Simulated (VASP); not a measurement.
Input:

```
BaF2
1.0
    0.00000     3.13931     3.13931
    3.13931     0.00000     3.13931
    3.13931     3.13931     0.00000
Ba F
1 2
Direct
  0.00000   0.00000   0.00000
  0.25000   0.25000   0.25000
  0.75000   0.75000   0.75000
```

Computed with PBE GGA, VASP's PBE PAW potentials (set 64) (plane waves; VASP). Settings: 620 eV cut-off, 6×6×6 Γ-centred mesh, Gaussian smearing of 0.050 eV, potentials Ba_sv F.

Question: What does the run give for the energy per atom (σ→0)?

Answer: 
energy per atom (σ→0): -5.711 eV/atom

The absolute energy has meaning only against runs of the same code, potentials and settings.

The compound is BaF2 in the fluorite structure. It was relaxed first.
